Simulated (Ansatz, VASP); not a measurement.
**Si8B8O in two plane-wave programs**

Aim: how closely do two programs agree when they are given the same cell, functional and k mesh? The structure shown is the end of the VASP relaxation below.

Calculated with Ansatz 0.2.0; plane waves, with VASP 6.6.1 beside it; single point at PBE.

**1. The starting structure**

The cell holds 17 atoms: 8 Si, 8 B and 1 O. Cell: a = 6.100 Å, b = 6.100 Å, c = 6.100 Å, α = 60.0°, β = 60.0°, γ = 60.0°. It derives from SiB. As first built, before any earlier steps moved the atoms (in the runner's words): sites of the HfB structure (space group 225) filled with other elements, volume scaled by an estimate. Nearest the centre at fractional (0.250, 0.250, 0.000): O17 at 1.26 Å, Si2 at 1.55 Å, Si1 at 1.59 Å, B13 at 2.12 Å, B11 at 2.15 Å, B9 at 2.67 Å, B10 at 2.68 Å, Si5 at 2.69 Å.

**2. VASP: relaxation, PBE**

This run makes the geometry at which the two programs are then compared.

Lines of VASP's logs that name or quote its potential files are left out, and so is its time.

Input file INCAR:

```
SYSTEM = Si8B8O
PREC = Normal
ENCUT = 400
EDIFF = 1E-05
NELM = 120
ISMEAR = 1
SIGMA = 0.15
LREAL = Auto
ALGO = Fast
GGA = PE
NBANDS = 48
LORBIT = 11
LWAVE = .FALSE.
LCHARG = .FALSE.
KPAR = 3
IBRION = 2
NSW = 50
ISIF = 2
EDIFFG = -0.04
POTIM = 0.4
MAXMIX = 40
ISYM = 0
```

Input file POSCAR:

```
Si8B8O
1.0
    0.0000000000      4.3134356280      4.3134356280
    4.3134356280      0.0000000000      4.3134356280
    4.3134356280      4.3134356280      0.0000000000
Si B O
8 8 1
Direct
    0.2524306437      0.2452443419      0.2509617903
    0.2475970875      0.2566429999      0.7474333823
    0.2464237674      0.7521207827      0.2477861896
    0.2482299514      0.7472159613      0.7530348934
    0.7519478857      0.2458879479      0.2489775229
    0.7473923954      0.2449627131      0.7561292499
    0.7515596199      0.7470608448      0.2541186703
    0.7542112717      0.7469638775      0.7492766386
   -0.0063126410     -0.0005580691      0.0047119879
    0.0010189243      0.0025760004      0.4969139154
   -0.0070005569      0.5014589739     -0.0005611613
   -0.0019572968      0.4989886963      0.5051091464
    0.5021213408      0.0000504980     -0.0000553609
    0.4983433509      0.0012169609      0.5028458896
    0.4978294253      0.4917340945      0.0070657111
    0.4970935151      0.4962976047      0.5030594956
    0.3747179746      0.3792809018     -0.1277377531
```

Input file KPOINTS:

```
Automatic mesh
0
Gamma
4 4 4
0 0 0
```

Potentials, in the order of the species: Si, B and O (PBE family, release 64).

Run with:

```
mpirun -np 3 vasp_std
```

Numbers of over 12 decimals in the logs are rounded to 6 here.

What it wrote:

```text
[banner, memory and clock lines left out]
running    3 mpi-ranks, on    1 nodes
 distrk:  each k-point on    1 cores,    3 groups
 distr:  one band on    1 cores,    1 groups

 POSCAR found type information on POSCAR SiB O
 POSCAR found :  3 types and      17 ions
 LDA part: xc-table for (Slater+PW92), standard interpolation
 POSCAR, INCAR and KPOINTS ok, starting setup
 FFT: planning ... GRIDC
 FFT: planning ... GRID_SOFT
 FFT: planning ... GRID
 WAVECAR not read
 entering main loop
       N       E                     dE             d eps       ncg     rms          rms(c)
DAV:   1     0.121385867063E+03    0.12139E+03   -0.23343E+04  3456   0.947E+02
DAV:   2    -0.792984447490E+02   -0.20068E+03   -0.18721E+03  4360   0.180E+02
DAV:   3    -0.901919661780E+02   -0.10894E+02   -0.10555E+02  4296   0.382E+01
DAV:   4    -0.903148053831E+02   -0.12284E+00   -0.12241E+00  4160   0.448E+00
DAV:   5    -0.903162352060E+02   -0.14298E-02   -0.14293E-02  4264   0.411E-01    0.156E+01
RMM:   6    -0.869471425088E+02    0.33691E+01   -0.61009E+00  3456   0.714E+00    0.801E+00
RMM:   7    -0.867009022265E+02    0.24624E+00   -0.28361E+00  3456   0.505E+00    0.310E+00
RMM:   8    -0.866587329087E+02    0.42169E-01   -0.38142E-01  3459   0.206E+00    0.142E+00
RMM:   9    -0.866520961919E+02    0.66367E-02   -0.35098E-02  3471   0.768E-01    0.512E-01
RMM:  10    -0.866525273987E+02   -0.43121E-03   -0.69653E-03  3476   0.312E-01    0.125E-01
RMM:  11    -0.866526509064E+02   -0.12351E-03   -0.12300E-03  3525   0.109E-01    0.825E-02
RMM:  12    -0.866526868996E+02   -0.35993E-04   -0.20484E-04  3516   0.474E-02    0.379E-02
RMM:  13    -0.866526917477E+02   -0.48481E-05   -0.34036E-05  2510   0.210E-02
   1 F= -.86652692E+02 E0= -.86648366E+02  d E =-.866527E+02
[... from here on, the cycles between the ionic steps are left out ...]
   2 F= -.89643426E+02 E0= -.89636307E+02  d E =-.299073E+01
   3 F= -.89898676E+02 E0= -.89900557E+02  d E =-.324598E+01
   4 F= -.89915304E+02 E0= -.89915888E+02  d E =-.326261E+01
  24 F= -.92819159E+02 E0= -.92822791E+02  d E =-.528612E-01
  25 F= -.92868128E+02 E0= -.92871776E+02  d E =-.101831E+00
  26 F= -.92893287E+02 E0= -.92896798E+02  d E =-.251592E-01
  27 F= -.92903131E+02 E0= -.92906395E+02  d E =-.350030E-01
  28 F= -.92909507E+02 E0= -.92912707E+02  d E =-.637588E-02
  29 F= -.92909787E+02 E0= -.92912969E+02  d E =-.665620E-02
  30 F= -.92912772E+02 E0= -.92915912E+02  d E =-.298432E-02
  31 F= -.92914712E+02 E0= -.92917769E+02  d E =-.492517E-02
  32 F= -.92916190E+02 E0= -.92919189E+02  d E =-.147751E-02
  33 F= -.92916417E+02 E0= -.92919377E+02  d E =-.170453E-02
  34 F= -.92917398E+02 E0= -.92920279E+02  d E =-.980950E-03
  35 F= -.92917519E+02 E0= -.92920357E+02  d E =-.110168E-02
 curvature:  -2.37 expect dE=-0.153E-02 dE for cont linesearch -0.155E-05
 trial: gam= 0.66990 g(F)=  0.647E-03 g(S)=  0.000E+00 ort =-0.369E-04 (trialstep = 0.162E+01)
 search vector abs. value=  0.153E-02
 bond charge predicted
       N       E                     dE             d eps       ncg     rms          rms(c)
DAV:   1    -0.929175419800E+02   -0.24115E-04   -0.24871E-01  3472   0.228E+00    0.133E-01
RMM:   2    -0.929181056400E+02   -0.56366E-03   -0.73423E-03  3456   0.321E-01    0.527E-02
RMM:   3    -0.929181116511E+02   -0.60111E-05   -0.48879E-04  3469   0.974E-02    0.254E-02
RMM:   4    -0.929181130992E+02   -0.14481E-05   -0.80874E-05  3267   0.345E-02
  36 F= -.92918113E+02 E0= -.92920828E+02  d E =-.594482E-03
 trial-energy change:   -0.000594  1 .order   -0.000567   -0.001006   -0.000128
 step:   1.8520(harm=  1.8520)  dis= 0.00406  next Energy=   -92.918095 (dE=-0.576E-03)
 reached required accuracy - stopping structural energy minimisation
```

OUTCAR, selected parts (step 2):

```text
ion  position               nearest neighbor table
   1  0.252  0.245  0.251-  17 1.89  15 2.12  10 2.13  13 2.14  14 2.15  12 2.19  11 2.20   6 3.02
                             3 3.04   7 3.04   5 3.04   2 3.05   4 3.05   4 3.05   2 3.05   5 3.06
   2  0.248  0.257  0.747-  17 1.87  16 2.11  12 2.12  11 2.14  14 2.16  13 2.19   9 2.20   8 3.00
                             4 3.01   3 3.04   6 3.04   5 3.04   1 3.05   1 3.05   5 3.06   6 3.06
   3  0.246  0.752  0.248-   9 2.14  10 2.16  15 2.16  12 2.16  13 2.17  16 2.18   5 3.01   7 3.02
                             4 3.03   8 3.03   2 3.04   1 3.04   1 3.06   2 3.07   8 3.07   4 3.07
   4  0.248  0.747  0.753-  17 1.83  16 2.16  11 2.16  10 2.17  15 2.17   9 2.17  14 2.17   2 3.01
                             8 3.03   3 3.03   7 3.04   6 3.05   1 3.05   1 3.05   6 3.05   7 3.06
   5  0.752  0.246  0.249-   9 2.12  15 2.14  11 2.14  10 2.14  14 2.15  16 2.18   3 3.01   6 3.02
                             7 3.03   2 3.04   1 3.04   8 3.05   8 3.05   1 3.06   2 3.06   7 3.07
   6  0.747  0.245  0.756-  17 1.86  13 2.11   9 2.13  15 2.15  10 2.16  16 2.17  12 2.18   1 3.02
                             5 3.02   7 3.04   8 3.04   2 3.04   4 3.05   4 3.05   2 3.06   8 3.06
   7  0.752  0.747  0.254-   9 2.13  12 2.15  11 2.16  14 2.17  13 2.17  16 2.18   3 3.02   8 3.03
                             5 3.03   6 3.04   1 3.04   4 3.04   4 3.06   1 3.06   6 3.06   5 3.07
   8  0.754  0.747  0.749-  11 2.11  12 2.12  14 2.17  10 2.17  13 2.17  15 2.21   2 3.00   4 3.03
                             7 3.03   3 3.03   6 3.04   5 3.05   5 3.05   6 3.06   3 3.07   7 3.07
   9  0.994  0.999  0.005-   5 2.12   7 2.13   6 2.13   3 2.14   4 2.17   2 2.20
  10  0.001  0.003  0.497-   1 2.13   5 2.14   3 2.16   6 2.16   8 2.17   4 2.17
  11  0.993  0.501  0.999-  17 1.90   8 2.11   5 2.14   2 2.14   7 2.16   4 2.16   1 2.20
  12  0.998  0.499  0.505-   2 2.12   8 2.12   7 2.15   3 2.16   6 2.18   1 2.19
  13  0.502  0.000  1.000-  17 1.89   6 2.11   1 2.14   7 2.17   3 2.17   8 2.17   2 2.19
  14  0.498  0.001  0.503-   1 2.15   5 2.15   2 2.16   8 2.17   7 2.17   4 2.17
  15  0.498  0.492  0.007-  17 1.85   1 2.12   5 2.14   6 2.15   3 2.16   4 2.17   8 2.21
  16  0.497  0.496  0.503-  17 1.84   2 2.11   4 2.16   6 2.17   5 2.18   7 2.18   3 2.18
  17  0.375  0.379  0.872-   4 1.83  16 1.84  15 1.85   6 1.86   2 1.87   1 1.89  13 1.89  11 1.90

 Found     36 irreducible k-points:

   k-points           NKPTS =     36   k-points in BZ     NKDIM =     36   number of bands    NBANDS=     48

   dimension x,y,z NGX =    30 NGY =   30 NGZ =   30
   dimension x,y,z NGXF=    60 NGYF=   60 NGZF=   60

   ENCUT  =  400.0 eV  29.40 Ry    5.42 a.u.   9.95  9.95  9.95*2*pi/ulx,y,z

   NELECT =      62.0000    total number of electrons

 k-points in reciprocal lattice and weights: Automatic mesh
   0.00000000  0.00000000  0.00000000       0.016
   0.25000000  0.00000000  0.00000000       0.031
   0.00000000  0.25000000  0.00000000       0.031
   0.00000000  0.00000000  0.25000000       0.031
   0.25000000  0.25000000  0.25000000       0.031
   0.50000000  0.00000000  0.00000000       0.016
   0.00000000  0.50000000  0.00000000       0.016
   0.00000000  0.00000000  0.50000000       0.016
   0.50000000  0.50000000  0.50000000       0.016
[...]
0.25000000 -0.25000000  0.50000000       0.031
   0.50000000  0.25000000 -0.25000000       0.031

 average (electrostatic) potential at core
       1 -80.1627       2 -80.2883       3 -79.7894       4 -80.3754       5 -79.7736
       6 -80.3641       7 -79.7084       8 -79.6623       9 -21.9342      10 -21.8867
      11 -22.7734      12 -21.8642      13 -22.7972      14 -21.8680      15 -22.6614
      16 -22.6167      17 -68.1155

 E-fermi :  10.5913

 k-point     1 :       0.0000    0.0000    0.0000
  band No.  band energies     occupation
    ...
     27       9.3659      2.00000
     28       9.5265      2.00000
     29       9.6484      2.00000
     30       9.6967      2.00000
     31      10.5344      1.59371
     32      10.6422      0.46080
     33      10.7985     -0.06487
     34      11.4305     -0.00000
     35      12.4468     -0.00000
     36      12.6070     -0.00000
    ...

 k-point     2 :       0.2500    0.0000    0.0000
  band No.  band energies     occupation
    ...
     26       8.1606      2.00000
     27       8.6204      2.00000
     28       8.6657      2.00000
     29       9.5635      2.00000
     30       9.6285      2.00000
     31      10.7424     -0.05181
     32      11.1943     -0.00000
     33      11.2526     -0.00000
     34      11.6112     -0.00000
     35      11.6443     -0.00000
    ...

 k-point     3 :       0.0000    0.2500    0.0000
  band No.  band energies     occupation
    ...
     26       8.1605      2.00000
     27       8.6099      2.00000
     28       8.6517      2.00000
     29       9.5790      2.00000
     30       9.6254      2.00000
     31      10.7039      0.04714
     32      11.2116     -0.00000
     33      11.2470     -0.00000
     34      11.6144     -0.00000
     35      11.6458     -0.00000
    ...

  Total       12.9242705     13.1852072     16.5144256      3.3967781     -1.0084562     -1.1506131
  in kB      129.0080060    131.6126340    164.8443614     33.9060971    -10.0662489    -11.4852367
  external PRESSURE =     141.8216671 kB  Pullay stress =       0.0000000 kB

  energy-cutoff  :      400.00
  volume of cell :      160.51
      direct lattice vectors                 reciprocal lattice vectors
     0.000000000  4.313435628  4.313435628    -0.115916880  0.115916880  0.115916880
     4.313435628  0.000000000  4.313435628     0.115916880 -0.115916880  0.115916880
     4.313435628  4.313435628  0.000000000     0.115916880  0.115916880 -0.115916880

 POSITION                                       TOTAL-FORCE (eV/Angst)
 -----------------------------------------------------------------------------------
      2.18804      2.21608      2.02527        -0.003133     -0.001042      0.019619
      4.29252      4.30952      2.03167        -0.002454      0.003772     -0.003683
      4.43418      2.04094      4.11772         0.014113      0.006012      0.008383
      6.56899      4.24884      4.35082         0.003979     -0.013652      0.000795
      2.04943      4.43492      4.14572        -0.012125      0.009827      0.001329
      4.24313      6.57042      4.32604        -0.001915     -0.014147     -0.012087
      4.46581      4.47516      6.58278         0.013551     -0.003716      0.020606
      6.30982      6.32049      6.60022         0.005689      0.000631      0.009431
      4.31355      4.31307      8.59457        -0.001033     -0.002441     -0.010430
      6.49217      6.49766      8.60242        -0.007711     -0.006813     -0.004825
      2.56974      3.88819      6.07166        -0.012100      0.016422     -0.005030
      4.26748      2.21878      2.07655         0.020404     -0.015916      0.015005
      3.91219      2.54555      6.07600         0.013277      0.008984      0.012420
      2.20857      4.28645      2.09946        -0.012849     -0.008724     -0.002145
      2.60371      2.58449      4.79106        -0.022779      0.010416     -0.011531
      3.85230      3.83137      4.81182         0.002687      0.011223     -0.007290
      5.34851      5.33174      3.41264         0.002400     -0.000834     -0.030567
 -----------------------------------------------------------------------------------
    total drift:                                0.016068      0.013502     -0.004959

  FREE ENERGIE OF THE ION-ELECTRON SYSTEM (eV)
  ---------------------------------------------------
  free  energy   TOTEN  =       -92.9181130992 eV

  energy  without entropy=      -92.9262582964  energy(sigma->0) =      -92.92082816

 reached required accuracy - stopping structural energy minimisation

 total charge
# of ion       s       p       d       tot
------------------------------------------
    1        0.772   0.764   0.000   1.536
    2        0.752   0.770   0.000   1.522
    3        0.717   0.928   0.000   1.645
    4        0.731   0.804   0.000   1.534
    5        0.718   0.924   0.000   1.642
    6        0.732   0.802   0.000   1.533
    7        0.719   0.941   0.000   1.660
    8        0.720   0.952   0.000   1.672
    9        0.710   1.368   0.000   2.077
   10        0.707   1.367   0.000   2.074
   11        0.705   1.243   0.000   1.948
   12        0.701   1.348   0.000   2.050
   13        0.701   1.231   0.000   1.932
   14        0.703   1.355   0.000   2.057
   15        0.717   1.292   0.000   2.009
   16        0.723   1.323   0.000   2.045
   17        1.628   3.447   0.000   5.075
--------------------------------------------------
tot         13.156  20.858   0.000  34.014

[... 3 further parts left out ...]
```

CONTCAR:

```
Si8B8O
   1.00000000000000
     0.0000000000000000    4.3134356279999997    4.3134356279999997
     4.3134356279999997    0.0000000000000000    4.3134356279999997
     4.3134356279999997    4.3134356279999997    0.0000000000000000
  Si              B               O
     8     8     1
Direct
     0.2380126272967892    0.2315125334720661    0.2757496591379309
     0.2374760628247237    0.2335346303091216    0.7616153753533590
     0.1998965244146883    0.7547304066809203    0.2732633683041700
     0.2353890213091048    0.7732776018138144    0.7496351628826052
     0.7570778686406883    0.2040392263967166    0.2710868251913640
     0.7712324882350958    0.2316886740780728    0.7520124381685008
     0.7641392826351727    0.7619719699607302    0.2733537470700511
     0.7663136840898951    0.7638393075058658    0.6989901867299358
     0.9961998597458120    0.9963109283441453    0.0037151809129931
     0.9978027263185461    0.9965296675580784    0.5085739412969642
     0.8566388324232774    0.5509780484109950    0.0447745523141196
     0.0032292891824369    0.4781859549845053    0.5111594951371554
     0.5458934395019893    0.8627283084488098    0.0442501819007844
     0.4842244637501770    0.0025009697215437    0.5095193725914186
     0.5531375932970155    0.5575923056140339    0.0460352171312297
     0.5553452489547617    0.5601975545878659    0.3328965739077264
     0.3936376463798206    0.3975270426127221    0.8424389299697029
```

(Part 1 of 2 ends here.)

[Lines on the potential files, build, host, timing and source positions are cut from VASP's logs without a mark.]

[Logs are printed without paths, hosts, clocks, repeated set-up lines and the standing remarks that a program may print on its own settings, such as how far it seeks lower states.]

[Hosts, paths, dates, database ids (printed as entryN), source tags and the programs' standing remarks are cut or masked in the printed files.]
